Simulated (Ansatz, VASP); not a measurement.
## MgBrF: VASP beside Ansatz

Aim: how closely do two programs agree when they are given the same cell, functional and k mesh? The cell is invented: As first built, before any earlier steps moved the atoms (in the runner's words): F for half of the Br in the MgBr2 structure of space group P-3m1. It may not be a known or stable phase. The two relaxations start from unlike cells of this crystal (the structure described is Ansatz's start), so only their ends are compared.

Program: Ansatz 0.2.0. Level of theory: plane waves, with VASP 6.6.1 beside it; relaxation of cell and atoms at PBEsol. Results are calculated unless marked as measured.

## (1) Set-up

It takes space group P3m1 (No. 156, trigonal). The conventional cell has a = 3.518 Å, b = 3.518 Å, c = 5.839 Å, α = 90.00°, β = 90.00°, γ = 120.00°. Nearest to Mg lie 3 Br at 2.45 Å and 3 F at 2.45 Å. Br has 3 Mg at 2.45 Å nearest. Nearest to F lie 3 Mg at 2.45 Å. It derives from MgBr2. As first built, before any earlier steps moved the atoms (in the runner's words): F for half of the Br in the MgBr2 structure of space group P-3m1. Farther neighbours and most contacts between anions are not listed.

Structure file:

```cif
data_structure
_symmetry_space_group_name_H-M 'P3m1'
_symmetry_Int_Tables_number 156
_cell_length_a 3.5184
_cell_length_b 3.5184
_cell_length_c 5.8392
_cell_angle_alpha 90.000
_cell_angle_beta 90.000
_cell_angle_gamma 120.000
_cell_volume 62.60
loop_
_atom_site_label
_atom_site_type_symbol
_atom_site_symmetry_multiplicity
_atom_site_Wyckoff_symbol
_atom_site_fract_x
_atom_site_fract_y
_atom_site_fract_z
_atom_site_occupancy
Mg1 Mg 1 a 0.00000 0.00000 0.00000 1
Br1 Br 1 b 0.33333 0.66667 0.23348 1
F1 F 1 c 0.66667 0.33333 0.76652 1
```

## (2) VASP: relaxation of cell and atoms, PBEsol

The relaxed volume is the usual yardstick between codes: in a stiff, nearly cubic crystal its relative difference is about their pressure difference at one cell divided by the bulk modulus.

Lines of VASP's logs that name or quote its potential files are left out, and so is its time.

Input file INCAR:

```
SYSTEM = MgBrF
PREC = Accurate
ENCUT = 600
EDIFF = 1E-07
NELM = 120
ISMEAR = 0
SIGMA = 0.03
LREAL = .FALSE.
ALGO = Normal
GGA = PS
NBANDS = 14
LORBIT = 11
LWAVE = .FALSE.
LCHARG = .FALSE.
ISIF = 3
IBRION = 2
NSW = 80
EDIFFG = -0.005
LASPH = .TRUE.
GGA_COMPAT = .FALSE.
NELMIN = 4
EFERMI = MIDGAP
```

Input file POSCAR:

```
MgBrF
1.0
    3.4714925864      0.0000000000      0.0000000000
   -1.7357462932      3.0064004158      0.0000000000
    0.0000000000      0.0000000000      5.1757116010
Mg Br F
1 1 1
Direct
    0.0000000000      0.0000000000      0.9354346897
    0.3333332786      0.6666665573      0.2626618202
    0.6666667214      0.3333334427      0.8019034901
```

Input file KPOINTS:

```
Automatic mesh
0
Gamma
8 8 4
0 0 0
```

PAW data sets: Mg, Br and F (PBE family, release 64).

Command:

```bash
> mpirun -np 1 vasp_std
```

Numbers of over 12 decimals in the logs are rounded to 6 here.

Output:

```text
[banner, memory and clock lines left out]
running    1 mpi-ranks, on    1 nodes
 distrk:  each k-point on    1 cores,    1 groups
 distr:  one band on    1 cores,    1 groups

 POSCAR found type information on POSCAR MgBrF
 POSCAR found :  3 types and       3 ions
|                                                                             |
|               ----> ADVICE to this user running VASP <----                  |
|                                                                             |
|     You enforced a specific xc type in the INCAR file but a different       |
|     [... a line on the potential file left out ...]
|     I HOPE YOU KNOW WHAT YOU ARE DOING!                                     |
|                                                                             |

 LDA part: xc-table for (Slater+PW92), standard interpolation
 POSCAR, INCAR and KPOINTS ok, starting setup
 FFT: planning ... GRIDC
 FFT: planning ... GRID_SOFT
 FFT: planning ... GRID
 WAVECAR not read
 entering main loop
       N       E                     dE             d eps       ncg     rms          rms(c)
DAV:   1     0.896713311846E+02    0.89671E+02   -0.79861E+03   996   0.111E+03
DAV:   2    -0.752795960067E+01   -0.97199E+02   -0.88298E+02  1280   0.214E+02
DAV:   3    -0.132654100267E+02   -0.57375E+01   -0.57116E+01  1262   0.567E+01
DAV:   4    -0.133020571661E+02   -0.36647E-01   -0.36644E-01  1112   0.519E+00
DAV:   5    -0.133023002066E+02   -0.24304E-03   -0.24304E-03  1298   0.414E-01    0.590E+00
DAV:   6    -0.125371102466E+02    0.76519E+00   -0.22752E+00  1064   0.128E+01    0.277E+00
DAV:   7    -0.124889904159E+02    0.48120E-01   -0.56074E-02  1088   0.242E+00    0.168E+00
DAV:   8    -0.124761104953E+02    0.12880E-01   -0.57366E-02  1304   0.205E+00    0.252E-01
DAV:   9    -0.124760378462E+02    0.72649E-04   -0.32252E-03  1108   0.500E-01    0.112E-01
DAV:  10    -0.124763301515E+02   -0.29231E-03   -0.59205E-04  1052   0.232E-01    0.433E-02
DAV:  11    -0.124763508468E+02   -0.20695E-04   -0.78182E-05  1294   0.888E-02    0.289E-02
DAV:  12    -0.124763612275E+02   -0.10381E-04   -0.62067E-05   998   0.624E-02    0.739E-03
DAV:  13    -0.124763610461E+02    0.18133E-06   -0.30171E-06  1340   0.178E-02    0.334E-03
DAV:  14    -0.124763610847E+02   -0.38542E-07   -0.76090E-07  1034   0.859E-03
   1 F= -.12476361E+02 E0= -.12476361E+02  d E =-.124764E+02
 curvature:   0.00 expect dE= 0.000E+00 dE for cont linesearch  0.000E+00
 trial: gam= 0.00000 g(F)=  0.759E-06 g(S)=  0.132E-04 ort = 0.000E+00 (trialstep = 0.100E+01)
 search vector abs. value=  0.140E-04
 bond charge predicted
       N       E                     dE             d eps       ncg     rms          rms(c)
DAV:   1    -0.124764028680E+02   -0.41822E-04   -0.11602E-03  1094   0.287E-01    0.383E-02
DAV:   2    -0.124763761243E+02    0.26744E-04   -0.55065E-05  1220   0.753E-02    0.132E-02
DAV:   3    -0.124763727152E+02    0.34091E-05   -0.54362E-06  1154   0.176E-02    0.611E-03
DAV:   4    -0.124763719960E+02    0.71917E-06   -0.13834E-06  1316   0.941E-03    0.215E-03
DAV:   5    -0.124763719574E+02    0.38642E-07   -0.16228E-07   942   0.480E-03
   2 F= -.12476372E+02 E0= -.12476372E+02  d E =-.108727E-04
 trial-energy change:   -0.000011  1 .order   -0.000010   -0.000014   -0.000006
 step:   1.3219(harm=  1.6620)  dis= 0.00020  next Energy=   -12.476373 (dE=-0.118E-04)
 reached required accuracy - stopping structural energy minimisation
```

OUTCAR, selected parts (step 2):

```text
ion  position               nearest neighbor table
   1  0.000  0.000  0.935-   3 2.12   3 2.12   3 2.12   2 2.62   2 2.62   2 2.62
   2  0.333  0.667  0.263-   1 2.62   1 2.62   1 2.62
   3  0.667  0.333  0.802-   1 2.12   1 2.12   1 2.12

  LATTYP: Found a hexagonal cell.
 ALAT       =     3.4714925864
 C/A-ratio  =     1.4909182354

 Subroutine GETGRP returns: Found  6 space group operations
 (whereof  6 operations were pure point group operations)

The static configuration has the point symmetry C_3v.

 Found     35 irreducible k-points:

   k-points           NKPTS =     35   k-points in BZ     NKDIM =     35   number of bands    NBANDS=     14

   dimension x,y,z NGX =    28 NGY =   28 NGZ =   42
   dimension x,y,z NGXF=    56 NGYF=   56 NGZF=   84

   ENCUT  =  600.0 eV  44.10 Ry    6.64 a.u.   6.93  6.93 10.34*2*pi/ulx,y,z

   NELECT =      16.0000    total number of electrons

 k-points in reciprocal lattice and weights: Automatic mesh
   0.00000000  0.00000000  0.00000000       0.004
   0.12500000  0.00000000  0.00000000       0.023
   0.25000000  0.00000000  0.00000000       0.023
   0.37500000  0.00000000  0.00000000       0.023
   0.50000000  0.00000000  0.00000000       0.012
   0.12500000  0.12500000  0.00000000       0.023
   0.25000000  0.12500000  0.00000000       0.047
   0.37500000  0.12500000  0.00000000       0.047
   0.25000000  0.25000000  0.00000000       0.023
[...]
0.25000000  0.25000000  0.50000000       0.023
   0.37500000  0.25000000  0.50000000       0.023

 average (electrostatic) potential at core
       1 -38.9766       2 -62.6569       3 -77.6402

 E-fermi :   2.9111

 k-point     1 :       0.0000    0.0000    0.0000
  band No.  band energies     occupation
    ...
      4      -3.1007      2.00000
      5      -3.1007      2.00000
      6      -0.2722      2.00000
      7       1.7224      2.00000
      8       1.7224      2.00000
      9       4.0999      0.00000
     10       8.4153      0.00000
     11      12.0420      0.00000
     12      12.0420      0.00000
     13      13.1532      0.00000
    ...

 k-point     2 :       0.1250    0.0000    0.0000
  band No.  band energies     occupation
    ...
      4      -3.2519      2.00000
      5      -3.1309      2.00000
      6      -0.2568      2.00000
      7       0.8634      2.00000
      8       1.5699      2.00000
      9       4.5751      0.00000
     10       9.1729      0.00000
     11      11.2391      0.00000
     12      12.2754      0.00000
     13      12.4848      0.00000
    ...

 k-point     3 :       0.2500    0.0000    0.0000
  band No.  band energies     occupation
    ...
      4      -3.2460      2.00000
      5      -3.2028      2.00000
      6      -0.6172      2.00000
      7      -0.2383      2.00000
      8       1.2367      2.00000
      9       5.6252      0.00000
     10       9.0505      0.00000
     11      10.4082      0.00000
     12      11.4706      0.00000
     13      12.9552      0.00000
    ...

  Total        0.0055439      0.0055439     -0.0110905      0.0000000      0.0000000      0.0000000
  in kB        0.1643669      0.1643669     -0.3288132      0.0000000      0.0000000      0.0000000
  external PRESSURE =      -0.0000265 kB  Pullay stress =       0.0000000 kB

  energy-cutoff  :      600.00
  volume of cell :       54.04
      direct lattice vectors                 reciprocal lattice vectors
     3.472527995  0.000000000  0.000000000     0.287974640  0.166262256  0.000000000
    -1.736263997  3.007297105 -0.000000000     0.000000000  0.332524511  0.000000000
     0.000000000  0.000000000  5.174754044    -0.000000000  0.000000000  0.193245900

 POSITION                                       TOTAL-FORCE (eV/Angst)
 -----------------------------------------------------------------------------------
      3.47253      0.00000      4.84079        -0.000000     -0.000000      0.000964
     -0.00000      2.00486      1.35918         0.000000     -0.000000     -0.000701
      1.73626      1.00243      4.14954        -0.000000      0.000000     -0.000263
 -----------------------------------------------------------------------------------
    total drift:                               -0.000001     -0.000424      0.000585

  FREE ENERGIE OF THE ION-ELECTRON SYSTEM (eV)
  ---------------------------------------------------
  free  energy   TOTEN  =       -12.4763719574 eV

  energy  without entropy=      -12.4763719574  energy(sigma->0) =      -12.47637196

 reached required accuracy - stopping structural energy minimisation

 total charge
# of ion       s       p       d       tot
------------------------------------------
    1        0.121   0.120   0.047   0.288
    2        1.604   3.311   0.016   4.931
    3        1.726   4.362   0.000   6.088
--------------------------------------------------
tot          3.451   7.794   0.063  11.307

[... 3 further parts left out ...]
```

CONTCAR:

```
MgBrF
   1.00000000000000
     3.4725279945537251    0.0000000000000000    0.0000000000000000
    -1.7362639972768625    3.0072971052484898   -0.0000000000000000
     0.0000000000000000    0.0000000000000000    5.1747540441041995
  Mg              Br              F
     1     1     1
Direct
     1.0000000000000000    0.0000000000000000    0.9354635365022033
     0.3333332786000014    0.6666665572999975    0.2626551111588674
     0.6666667213999986    0.3333334427000025    0.8018813523389364
```

The run keeps the 6 symmetry operations of its start, so it cannot find a distortion of lower symmetry.

(Continued in part 2 of 2.)

[Lines on the potential files, build, host, timing and source positions are cut from VASP's logs without a mark.]

[Logs are printed without paths, hosts, clocks, repeated set-up lines and the standing remarks that a program may print on its own settings, such as how far it seeks lower states.]

[Hosts, paths, dates, database ids (printed as entryN), source tags and the programs' standing remarks are cut or masked in the printed files.]
